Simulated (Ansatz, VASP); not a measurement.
# KNaCl2 in two plane-wave programs

Wanted: the spread between two codes on one cell, functional and k mesh. Of the first pair: The cell is taken from a series of runs on this material, whose earlier steps may have relaxed, scaled, displaced or heated it; both programs get it as it stands.

Program: Ansatz 0.2.0. Level of theory: plane waves, with VASP 6.6.1 beside it; relaxation of cell and atoms at PBEsol with D3(BJ) and single point at PBEsol with D3(BJ). Results are calculated unless marked as measured.

## 1. The structure

It takes space group R-3m (No. 166, trigonal). Conventional cell: a = 4.088 Å, b = 4.088 Å, c = 20.354 Å, α = 90.00°, β = 90.00°, γ = 120.00°. K has 6 Cl at 3.02 Å nearest. Na has 6 Cl at 2.80 Å nearest. Nearest to Cl lie 3 Na at 2.80 Å and 3 K at 3.02 Å. Farther neighbours and most contacts between anions are not listed.

## 2. Ansatz: relaxation of cell and atoms, PBEsol with D3(BJ)

Ansatz runs on its default PAW (the set named soft_2) files.

The relaxed volume is the usual yardstick between codes: in a stiff, nearly cubic crystal its relative difference is about their pressure difference at one cell divided by the bulk modulus.

input.yaml reads:

```yaml
crystal:
  lattice:
    - [2.0438450624, 1.1800146597, 6.7847117039]
    - [-2.0438450624, 1.1800146597, 6.7847117039]
    - [0.0, -2.3600288312, 6.7847117888]
  atoms:
    - { symbol: K, position: [0.5, 0.5, 0.5] }
    - { symbol: Na, position: [1.0, 0.0, 0.0] }
    - { symbol: Cl, position: [0.7407935746, 0.7407935746, 0.7407935746] }
    - { symbol: Cl, position: [0.2592064254, 0.2592064254, 0.2592064254] }
kpoints:
  mp_grid: { grid: [6, 6, 6] }
hamiltonian:
  xc: pbesol
  dispersion: d3bj
scf:
  occupations: { method: fixed }
output:
  forces: true
  stress: true
  eigenvalues: true
relax:
  adjacent_minimum: "off"
  f_tol: 0.001
  max_steps: 60
  cell: { stress_tol: 0.01 }
```

Started as:

```bash
$ ansatz run input.yaml --threads 4 --pin off --max-ram 8192MiB --backend cpu --events-out ev --progress --plain --runs-dir out
```

Numbers of over 12 decimals in the logs are rounded to 6 here.

The log of the run:

```text
basis.fft_grid_basis auto: the FFT boxes are laid along the combinations [[1, 0, -1], [0, 1, -1], [0, 0, 1]] of the cell's own vectors, 4.088, 4.088 and 7.183 Å long. The dense box has 30×30×50 points. Along the cell's own vectors, as sized, it would have 50×50×50, 2.78 times as many. Of the 12 symmetry operations that the crystal satisfies within crystal.symmetry.tolerance (time reversal apart; of a slab, those that [...]
Engine: ansatz 0.2.0, aarch64-unknown-linux-gnu
Pseudopotentials: kind: paw
Pseudopotential: K, paw, valence charge 9, recommended cutoff 420 eV (normal), K.paw.azcp
Pseudopotential: Na, paw, valence charge 9, recommended cutoff 420 eV (normal), Na.paw.azcp
Pseudopotential: Cl, paw, valence charge 7, recommended cutoff 420 eV (normal), Cl.paw.azcp
Functional definition: PBEsol
  exchange = pbesol_x
  correlation = pbesol_c
Crystal: 4 atoms, lattice volume = 98.179 Å³
Basis set: ecut = 420 eV, 1913 PW (Γ), FFT grids on a1−a3, a2−a3, a3, exchange–correlation on 60×60×100 points (8 copies of the dense FFT grid, shifted against one another)
Bands: 20, of which v1, the nominal top of the filled ones, is band 16 counted from 1 (15 counted from 0)
Symmetry: 12 space group operations
Space group: R-3m (ITA 166), of the structure as read, at distance tolerance 4.6e-5 Å
k-points: 32 of 216
Non-local potential: K, projectors of the file, l = 0: 3, l = 1: 2, l = 2: 2
Non-local potential: Na, projectors of the file, l = 0: 3, l = 1: 2, l = 2: 1
Non-local potential: Cl, projectors of the file, l = 0: 2, l = 1: 2, l = 2: 2
PAW form: soft (Blöchl's): semilocal exchange-correlation on the pseudo side does not see the compensation charge
PAW frozen core: K, regenerated for the run's functional, and the local potential with it (the file was generated under x = pbe(κ = 0.804, μ = 0.219515), c = pbe(β = 0.066725))
PAW frozen core: Na, regenerated for the run's functional, and the local potential with it (the file was generated under x = pbe(κ = 0.804, μ = 0.219515), c = pbe(β = 0.066725))
PAW frozen core: Cl, regenerated for the run's functional, and the local potential with it (the file was generated under x = pbe(κ = 0.804, μ = 0.219515), c = pbe(β = 0.066725))
PAW one-centre angular grid: K, 110 points (default); XC on 64 Gauss nodes
PAW one-centre angular grid: Na, 110 points (default); XC on 64 Gauss nodes
PAW one-centre angular grid: Cl, 110 points (default); XC on 64 Gauss nodes
Initial density: superposition of atomic densities (neutral atoms: chi_scale 0, normalization atom), corrected by the library's trained network
Initial wavefunctions: pseudopotential atomic-orbital guess
Functional: x = pbesol(κ = 0.804, μ = 0.123457), c = pbesol(β = 0.046)
SCF iter   1: F=—  HF=-5121.773003 eV  |F-HF|=—  |Δ(HF+E_count)|=         —  Δρ=3.65e-3  dr2=1.68e-2  ethr=1.77e-3  ⟨swp⟩=4.7  Hψ=2721  notcnv=0  defer=59
preconditioner: auto → Resta (q_TF=auto, 2.263 Å⁻¹)  ε∞=2.7  [insulator: Δε(μ)=5.121 eV  Ē_g=13.473 eV  n_scr=22 (ndim 8)  ℏωp=17.6 eV  f_vac=0.044  ε∞_Penn≈2.7]
SCF iter   2: F=—  HF=-5121.766671 eV  |F-HF|=—  |Δ(HF+E_count)|=   6.33e-3  Δρ=1.38e-3  dr2=2.27e-3  ethr=5.26e-5  ⟨swp⟩=2.6  Hψ=1276  notcnv=0  defer=64
SCF iter   3: F=—  HF=-5121.766241 eV  |F-HF|=—  |Δ(HF+E_count)|=   4.30e-4  Δρ=3.74e-4  dr2=1.04e-4  ethr=7.10e-6  ⟨swp⟩=2.3  Hψ=1020  notcnv=0  defer=64
SCF iter   4: F=—  HF=-5121.766297 eV  |F-HF|=—  |Δ(HF+E_count)|=   5.57e-5  Δρ=9.04e-5  dr2=1.22e-5  ethr=3.26e-7  ⟨swp⟩=3.0  Hψ=1184  notcnv=0  defer=64
SCF iter   5: F=—  HF=-5121.766308 eV  |F-HF|=—  |Δ(HF+E_count)|=   1.11e-5  Δρ=2.88e-5  dr2=7.62e-7  ethr=3.80e-8  ⟨swp⟩=2.0  Hψ=832  notcnv=0  defer=15
SCF iter   6: F=-5121.766309 eV  HF=-5121.766310 eV  |F-HF|=1.79e-9  |Δ(HF+E_count)|=   1.46e-6  Δρ=8.10e-6  dr2=6.10e-8  ethr=3.13e-10  ⟨swp⟩=8.2  Hψ=3629  notcnv=0
SCF 1 converged in 6 iterations: F = -5121.766309 eV  dr2 = 6.10e-8
  greatest PAW one-centre occupation: 0.999 electrons in one spin orbital (limit 2), on the Na atom at site 1 (counted from 0), in its partial waves of l = 0
relax step   1: F+E_penalty+E_count = -5121.76630950 eV  Δ(F+E_penalty+E_count) = +0.000e0 eV  max|allowed force component| = 2.415e-3 eV/Å  Δτ_max = 0.0000 Å  P = -0.006 GPa  Ω = 98.179 Å³  (6 SCF iters, dr2 threshold 1.00e-7 eV, accepted)
[...]
relax step   2: F+E_penalty+E_count = -5121.76631132 eV  Δ(F+E_penalty+E_count) = -1.823e-6 eV  max|allowed force component| = 4.026e-4 eV/Å  Δτ_max = 0.0007 Å  P = -0.000 GPa  Ω = 98.163 Å³  energy of the carried Pulay correction = +1.578e-7 eV  (4 SCF iters, dr2 threshold 3.65e-10 eV, accepted)
[...]
relax step   3: F+E_penalty+E_count = -5121.76631117 eV  Δ(F+E_penalty+E_count) = +1.557e-7 eV  max|allowed force component| = 4.022e-4 eV/Å  Δτ_max = 0.0000 Å  P = -0.000 GPa  Ω = 98.163 Å³  stress off target by 2.02e-4 GPa  SCF on the basis re-selected at this cell (its energy is not comparable with the rows above)  (8 SCF iters)
basis re-selected at this cell: Δ(F+E_penalty+E_count) = +1.557e-7 eV, ΔP = +0.000 GPa vs the last step (what re-selecting the basis moved, of the pressure what is left beyond the Pulay correction that the steps carried, after the strain that the cell walked since its last selection, with what the two solves' SCF thresholds leave and, on support functions, any second-order correction that the steps lacked; it is no m [...]
SCF converged after 8 iterations
Free energy (F): -5121.766311 eV
Harris-Foulkes:  -5121.766311 eV  (|F-HF|=0.00e0)
Internal energy: -5121.766311 eV  (E = F + TS)
E sigma→0 (E₀):  -5121.766311 eV
Fermi energy:    1.595211 eV
--- Per-component energies (eV) ---
  E_band       = -344.277795
  E_kinetic    = 699.507820
  E_local      = -2320.643283  (includes V_loc(G=0)·N_el)
  E_nonlocal   = 187.407768
  E_hartree    = 805.542050
  E_xc         = -385.625797
  E_vxc        = -458.469723  (∫ρ·V_xc dr)
  E_paw        = -2299.053040  (= ΣΔE_a)
  E_vpaw       = -63.164644  (= ΣTr[D̂ρ^β])
  E_aug_tail   = 0.000174  (compensation charges beyond the density's cutoff)
  E_ewald      = -1808.395613
  E_disp       = -0.825833  (pairwise vdW)
  E_core_change = 0.319443  (= ΣΔE_core)
  E_smearing   = -0.000000  (= −TS)
  E_closure    = 0.000000  (closes the sum)
  Σ components = -5121.766311   (vs F -5121.766311, Δ=0.00e0)
--- Forces (eV/Å), atoms counted from 1 ---
  atom   1  K     -0.00000000     0.00000000    -0.00000000
  atom   2  Na     0.00000000     0.00000000     0.00000000
  atom   3  Cl     0.00000000    -0.00000000    -0.00040217
  atom   4  Cl     0.00000000     0.00000000     0.00040217
  max |Σ_I F_I| component: 1.08e-19 eV/Å
--- Stress (GPa, compression-positive) ---
       -0.000202       0.000000       0.000000
        0.000000      -0.000202       0.000000
        0.000000       0.000000       0.000096
  P = ⅓ Tr σ = -0.0001 GPa (-0.001 kbar)
--- Band table (eV; the first three rows and the last of 32) ---
  k-point 0: bands = [... 12 lower, 1.2146, 1.5753, 1.5753, 1.5952, 6.7743, 8.9324, 9.6660, 10.5311]
  k-point 1: bands = [... 12 lower, 1.1394, 1.1599, 1.4947, 1.5078, 7.4948, 9.1937, 9.8459, 10.4676]
  k-point 2: bands = [... 12 lower, 0.7083, 1.0391, 1.3007, 1.3975, 8.7864, 8.8809, 10.4564, 10.6660]
  k-point 31: bands = [... 12 lower, 1.3780, 1.3780, 1.4005, 1.4005, 8.1660, 8.2108, 9.0962, 10.7663]
--- Relaxed structure (2 steps of the walk, 2 accepted, 1 SCFs on fresh bases) ---
  F+E_penalty+E_count = -5121.76631117 eV   max|allowed force component| = 4.022e-4 eV/Å   (the final SCF, on the basis selected at the relaxed cell)
  cell:  # Å, volume = 98.1629 Å³
    - [2.043705, 1.179934, 6.784536]
    - [-2.043705, 1.179934, 6.784536]
    - [0, -2.359867, 6.784536]
  atoms:
    - { symbol: K, position: [0.5, 0.5, 0.5] }
    - { symbol: Na, position: [1.0, 1.1102230246251565e-16, 0.0] }
    - { symbol: Cl, position: [0.740827, 0.740827, 0.740827] }
    - { symbol: Cl, position: [0.259173, 0.259173, 0.259173] }
```

## 3. VASP: relaxation of cell and atoms, PBEsol with D3(BJ)

The same cell, functional and mesh now go to VASP, with its own data sets.

Lines of VASP's logs that name or quote its potential files are left out, and so is its time.

INCAR reads:

```
SYSTEM = KNaCl2
PREC = Accurate
ENCUT = 500
EDIFF = 1E-07
NELM = 120
ISMEAR = 0
SIGMA = 0.01
LREAL = .FALSE.
ALGO = Normal
GGA = PS
IVDW = 12
NBANDS = 21
LORBIT = 11
LWAVE = .FALSE.
LCHARG = .FALSE.
ISIF = 3
IBRION = 2
NSW = 80
EDIFFG = -0.005
LASPH = .TRUE.
GGA_COMPAT = .FALSE.
NELMIN = 4
EFERMI = MIDGAP
KPAR = 2
```

POSCAR reads:

```
KNaCl2
1.0
    2.0438450000      1.1800150000      6.7847120000
   -2.0438450000      1.1800150000      6.7847120000
    0.0000000000     -2.3600290000      6.7847120000
K Na Cl
1 1 2
Direct
    0.4999999294      0.4999999294      0.5000001412
    0.0000000000      0.0000000000      0.0000000000
    0.7407934618      0.7407934618      0.7407937757
    0.2592063969      0.2592063969      0.2592065067
```

KPOINTS reads:

```
Automatic mesh
0
Gamma
6 6 6
0 0 0
```

Potentials, in the order of the species: K_sv, Na_pv and Cl (PBE family, release 64).

Started as:

```bash
$ mpirun -np 2 vasp_std
```

The log of the run:

```text
[banner, memory and clock lines left out]
running    2 mpi-ranks, on    1 nodes
 distrk:  each k-point on    1 cores,    2 groups
 distr:  one band on    1 cores,    1 groups

 POSCAR found type information on POSCAR K NaCl
 POSCAR found :  3 types and       4 ions
|                                                                             |
|               ----> ADVICE to this user running VASP <----                  |
|                                                                             |
|     You enforced a specific xc type in the INCAR file but a different       |
|     [... a line on the potential file left out ...]
|     I HOPE YOU KNOW WHAT YOU ARE DOING!                                     |
|                                                                             |

 LDA part: xc-table for (Slater+PW92), standard interpolation
 POSCAR, INCAR and KPOINTS ok, starting setup
 FFT: planning ... GRIDC
 FFT: planning ... GRID_SOFT
 FFT: planning ... GRID
 WAVECAR not read
 entering main loop
       N       E                     dE             d eps       ncg     rms          rms(c)
DAV:   1     0.261100111097E+03    0.26110E+03   -0.14073E+04  1376   0.133E+03
DAV:   2     0.121621685065E+02   -0.24894E+03   -0.23340E+03  1452   0.356E+02
DAV:   3    -0.132888434136E+02   -0.25451E+02   -0.25275E+02  1996   0.109E+02
DAV:   4    -0.142910354871E+02   -0.10022E+01   -0.99964E+00  2068   0.188E+01
DAV:   5    -0.143200885989E+02   -0.29053E-01   -0.29047E-01  1997   0.249E+00    0.458E+00
DAV:   6    -0.139408194241E+02    0.37927E+00   -0.76105E-01  1650   0.483E+00    0.361E+00
DAV:   7    -0.139181015332E+02    0.22718E-01   -0.22507E-01  1907   0.252E+00    0.202E+00
DAV:   8    -0.139291990634E+02   -0.11098E-01   -0.29498E-02  1683   0.126E+00    0.301E-01
DAV:   9    -0.139292132864E+02   -0.14223E-04   -0.27098E-03  2097   0.332E-01    0.106E-01
DAV:  10    -0.139298776875E+02   -0.66440E-03   -0.72655E-04  1629   0.162E-01    0.496E-02
DAV:  11    -0.139299264147E+02   -0.48727E-04   -0.82104E-05  1950   0.580E-02    0.666E-03
DAV:  12    -0.139299294656E+02   -0.30509E-05   -0.46852E-06  1747   0.130E-02    0.480E-03
DAV:  13    -0.139299301386E+02   -0.67296E-06   -0.81355E-07  1723   0.490E-03    0.156E-03
DAV:  14    -0.139299303184E+02   -0.17987E-06   -0.33238E-07  1393   0.318E-03    0.554E-04
DAV:  15    -0.139299303280E+02   -0.95706E-08   -0.12257E-08  1355   0.985E-04
   1 F= -.14755378E+02 E0= -.14755378E+02  d E =-.147554E+02
 curvature:   0.00 expect dE= 0.000E+00 dE for cont linesearch  0.000E+00
 trial: gam= 0.00000 g(F)=  0.454E-05 g(S)=  0.229E-04 ort = 0.000E+00 (trialstep = 0.100E+01)
 search vector abs. value=  0.275E-04
 bond charge predicted
       N       E                     dE             d eps       ncg     rms          rms(c)
DAV:   1    -0.139308709371E+02   -0.94062E-03   -0.39956E-03  1614   0.599E-01    0.808E-02
DAV:   2    -0.139307510986E+02    0.11984E-03   -0.30505E-04  1881   0.131E-01    0.324E-02
DAV:   3    -0.139307256296E+02    0.25469E-04   -0.63390E-05  2199   0.590E-02    0.209E-02
DAV:   4    -0.139307229597E+02    0.26700E-05   -0.40451E-06  2489   0.111E-02    0.891E-03
DAV:   5    -0.139307217298E+02    0.12299E-05   -0.15879E-06  2542   0.693E-03    0.147E-03
DAV:   6    -0.139307216546E+02    0.75248E-07   -0.57110E-08  1218   0.228E-03
   2 F= -.14755398E+02 E0= -.14755398E+02  d E =-.197137E-04
 trial-energy change:   -0.000020  1 .order   -0.000020   -0.000027   -0.000013
 step:   1.8574(harm=  1.8574)  dis= 0.00061  next Energy=   -14.755404 (dE=-0.255E-04)
 reached required accuracy - stopping structural energy minimisation
```

From OUTCAR (step 3):

```text
ion  position               nearest neighbor table
   1  0.500  0.500  0.500-   4 3.02   3 3.02   4 3.02   4 3.02   3 3.02   3 3.02
   2  0.000  0.000  0.000-
   3  0.741  0.741  0.741-   1 3.02   1 3.02   1 3.02
   4  0.259  0.259  0.259-   1 3.02   1 3.02   1 3.02

  LATTYP: Found a trigonal (rhomboedric) cell.
 ALAT       =     7.1834570165
 COS(alpha) =     0.8380954581

 Subroutine GETGRP returns: Found 12 space group operations
 (whereof 12 operations were pure point group operations)

The static configuration has the point symmetry D_3d.

 Found     32 irreducible k-points:

   k-points           NKPTS =     32   k-points in BZ     NKDIM =     32   number of bands    NBANDS=     21

   dimension x,y,z NGX =    54 NGY =   54 NGZ =   54
   dimension x,y,z NGXF=   108 NGYF=  108 NGZF=  108

   ENCUT  =  500.0 eV  36.75 Ry    6.06 a.u.  13.10 13.10 13.10*2*pi/ulx,y,z

   NELECT =      30.0000    total number of electrons

 k-points in reciprocal lattice and weights: Automatic mesh
   0.00000000  0.00000000  0.00000000       0.005
   0.16666667  0.00000000  0.00000000       0.028
   0.33333333  0.00000000  0.00000000       0.028
   0.50000000  0.00000000  0.00000000       0.014
   0.16666667  0.16666667  0.00000000       0.028
   0.33333333  0.16666667  0.00000000       0.056
   0.50000000  0.16666667  0.00000000       0.056
  -0.33333333  0.16666667 -0.00000000       0.056
  -0.16666667  0.16666667  0.00000000       0.028
[...]
-0.33333333  0.50000000  0.33333333       0.028
   0.50000000  0.50000000  0.50000000       0.005

 Edisp (eV)   -0.82545

 average (electrostatic) potential at core
       1 -35.0800       2 -47.1673       3 -93.7813       4 -93.7813

 E-fermi :   1.6291

 k-point     1 :       0.0000    0.0000    0.0000
  band No.  band energies     occupation
    ...
     11      -1.3358      2.00000
     12      -1.3358      2.00000
     13      -0.9756      2.00000
     14      -0.9756      2.00000
     15      -0.9557      2.00000
     16       4.2139      0.00000
     17       6.3949      0.00000
     18       7.1217      0.00000
     19       8.0075      0.00000
     20       8.0075      0.00000
    ...

 k-point     2 :       0.1667    0.0000    0.0000
  band No.  band energies     occupation
    ...
     11      -1.5675      2.00000
     12      -1.4119      2.00000
     13      -1.3905      2.00000
     14      -1.0558      2.00000
     15      -1.0431      2.00000
     16       4.9348      0.00000
     17       6.6538      0.00000
     18       7.3060      0.00000
     19       7.9400      0.00000
     20       8.4470      0.00000
    ...

 k-point     3 :       0.3333    0.0000    0.0000
  band No.  band energies     occupation
    ...
     11      -2.0328      2.00000
     12      -1.8433      2.00000
     13      -1.5114      2.00000
     14      -1.2496      2.00000
     15      -1.1536      2.00000
     16       6.2401      0.00000
     17       6.3288      0.00000
     18       7.9369      0.00000
     19       8.1361      0.00000
     20       8.5884      0.00000
    ...

 Edisp (eV)   -0.82468

  Total       0.00835     0.00835     0.01348     0.00000     0.00000     0.00000
  in kB       0.13613     0.13613     0.21973     0.00000     0.00000     0.00000
  external pressure =        0.16 kB  Pullay stress =        0.00 kB

  energy-cutoff  :      500.00
  volume of cell :       98.27
      direct lattice vectors                 reciprocal lattice vectors
     2.044396914  1.180333648  6.787162900     0.244570903  0.141203052  0.049112316
    -2.044396914  1.180333648  6.787162900    -0.244570903  0.141203052  0.049112316
     0.000000000 -2.360666295  6.787162900     0.000000000 -0.282406105  0.049112336

 POSITION                                       TOTAL-FORCE (eV/Angst)
 -----------------------------------------------------------------------------------
      0.00000      0.00000     10.18074        -0.000000      0.000000      0.000000
     -0.00000     -2.36067      6.78716         0.000000      0.000000      0.000000
      0.00000      0.00000     15.08333        -0.000000     -0.000000     -0.004978
      0.00000      0.00000      5.27816         0.000000      0.000000      0.004978
 -----------------------------------------------------------------------------------
    total drift:                                0.000000      0.001302      0.000001

  FREE ENERGIE OF THE ION-ELECTRON SYSTEM (eV)
  ---------------------------------------------------
  free  energy   TOTEN  =       -14.7553979018 eV

  energy  without entropy=      -14.7553979018  energy(sigma->0) =      -14.75539790

 reached required accuracy - stopping structural energy minimisation

 total charge
# of ion       s       p       d       tot
------------------------------------------
    1        1.960   5.576   0.036   7.572
    2        0.044   5.983   0.000   6.027
    3        1.579   3.559   0.000   5.138
    4        1.579   3.559   0.000   5.138
--------------------------------------------------
tot          5.162  18.677   0.036  23.875

[... 3 further parts left out ...]
```

CONTCAR:

```
KNaCl2
   1.00000000000000
     2.0443969135859015    1.1803336478344828    6.7871629004463339
    -2.0443969135859015    1.1803336478344828    6.7871629004463339
     0.0000000000000000   -2.3606662950376900    6.7871629003835068
  K               Na              Cl
     1     1     2
Direct
     0.4999999293999977    0.4999999293999977    0.5000001411999975
     0.0000000000000000    0.0000000000000000    1.0000000000000000
     0.7407771985437279    0.7407771985437279    0.7407775124437237
     0.2592226601562729    0.2592226601562729    0.2592227699562713
```

## 4. Side by side

Known differences besides the potentials themselves: fixed occupations in Ansatz, narrow Gaussian smearing in VASP; the data sets hold 32 valence electrons in Ansatz (on its default PAW (the set named soft_2) files) and 30 in VASP; the cutoff is 420 eV in Ansatz and 500 eV in VASP; Ansatz makes its cores anew for this functional, VASP keeps those of its PBE data sets; Ansatz adds a Pulay correction to the stress that steers its cell, VASP none. Total energies have different zeros and are not compared.

Compared:

```csv
quantity,Ansatz,VASP,difference
volume (Å³),98.16,98.27,-0.11 %
"edge a after relaxation, in the typed setting (Å)",7.183,7.186,-0.04 %
```

[end of part 1 of 2]

[Lines on the potential files, build, host, timing and source positions are cut from VASP's logs without a mark.]

[Logs are printed without paths, hosts, clocks, repeated set-up lines and the standing remarks that a program may print on its own settings, such as how far it seeks lower states.]

[Hosts, paths, dates, database ids (printed as entryN), source tags and the programs' standing remarks are cut or masked in the printed files.]
